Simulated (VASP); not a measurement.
Here is the system:

```
BeTe
1.0
    2.98059     0.00000     0.00000
    0.00000     2.98059     0.00000
    0.00000     0.00000     2.98059
Be Te
1 1
Direct
  0.00000   0.00000   0.00000
  0.50000   0.50000   0.50000
```

All values below come from PBEsol GGA, VASP's PBE PAW potentials (set 64) (plane waves; VASP). Numerical set-up: 500 eV cut-off, 12×12×12 Γ-centred mesh, first-order Methfessel-Paxton smearing of 0.10 eV, potentials Be Te.

Unless said otherwise, spin-orbit coupling is left out, though it shifts the bands of the heavy elements here.

Q: What does the run give for the energy per atom (σ→0), pressure, band gap (on the k-mesh) with the smallest direct gap where there is one?

A: 
- band gap (on the k-mesh) = none (metal, semimetal or under 0.01 eV)
- energy per atom (σ→0) = -2.539 eV/atom
- pressure = 44.97 GPa

Only differences to runs with the same potentials and settings are physical.

The structure was generated: BeTe was put into the CsCl type type (Pm-3m), which need not be its known phase. It was relaxed first under an external pressure of 45 GPa.
